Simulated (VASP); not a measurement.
A run of VASP 6.6.1 is set up as follows.

The input INCAR:

```
PREC = Accurate
ENCUT = 350
EDIFF = 1E-5
ISMEAR = 0
SIGMA = 0.03
LREAL = Auto
LASPH = T
NELM = 120
ALGO = Normal
ISIF = 2
LWAVE = F
LCHARG = F
ISPIN = 2
MAGMOM = 2 0 0 0 0 0 0 0 0 0 0 0 0 0 0 0 0 0 0 0 0 0 0 0
LORBIT = 11
NUPDOWN = 2
LMAXMIX = 4
GGA = PS
NBANDS = 124
ISYM = 0
KPAR = 4
```

The input KPOINTS:

```
regular mesh
0
Gamma
  3 3 2
```

POSCAR

```
NiW7S16                                 
1.0
    6.3064000000      0.0000000000      0.0000000000
   -3.1532000000      5.4615026064      0.0000000000
    0.0000000000      0.0000000000     12.3230000000
  Ni              W               S             
     1     7    16
Direct
     0.2441643376671359    0.3721383431274681    0.2728131495588923
     0.1639309742341527    0.8321736142203424    0.2488359408039890
     0.6604437932151038    0.3228934555261335    0.2450054224006664
     0.6602810899053556    0.8377192559922045    0.2447826642787115
     0.3325747560861300    0.1674434860407231    0.7489173820359354
     0.3326168242861473    0.6672292315648212    0.7489130536254853
     0.8323898680427251    0.1672199860357033    0.7493509712577267
     0.8324209662878143    0.6672072572410852    0.7492154146128036
     0.1655727562508726    0.3338539201379221    0.6219969689862922
     0.1654849724258407    0.8337566497234233    0.6222902486028116
     0.6664025599574872    0.3340283481609018    0.6221464736308642
     0.6665193596655803    0.8345057724277047    0.6221374244223916
     0.3007065658215438    0.1702967730362382    0.1342610695662630
     0.3000505315980522    0.6301260909178567    0.1342774501745373
     0.7783564702500650    0.1391639379886068    0.1067347428261020
     0.8227802872689690    0.6613470559711293    0.1213572117286238
     0.1659047598716929    0.3340197004884705    0.8758420462504353
     0.1663160355492122    0.8341757373302974    0.8761640869879680
     0.6652682974927459    0.3339433986664839    0.8760362469971639
     0.6653420319357315    0.8333743630425913    0.8760190056674675
     0.3525598833568078    0.1610608191474582    0.3816452996221243
     0.3527111672006985    0.6919375322133223    0.3816316218516327
     0.8761733319862033    0.1880885585680597    0.3591086915555781
     0.8283343796439254    0.6643737124310494    0.3711884125555255
```

Potentials or basis: VASP PAW PBE potentials, release 64 (Ni, W_sv, S).

Run with:

```sh
$ cat potpaw_PBE.64/Ni/POTCAR potpaw_PBE.64/W_sv/POTCAR potpaw_PBE.64/S/POTCAR > POTCAR
$ mpirun -np 4 vasp_std > vasp.out
```

(1) Estimate the pressure.

(2) Predict the largest force.

## Answers

(1) 0.8 GPa.

(2) 0.256 eV/Å.

Caveat: the k mesh is coarse (spacing up to 0.38 Å⁻¹), so the values aren't converged; the PAW data sets were made with another functional, which shifts forces and pressure a little; the total moment is fixed, so each spin has its own Fermi level.
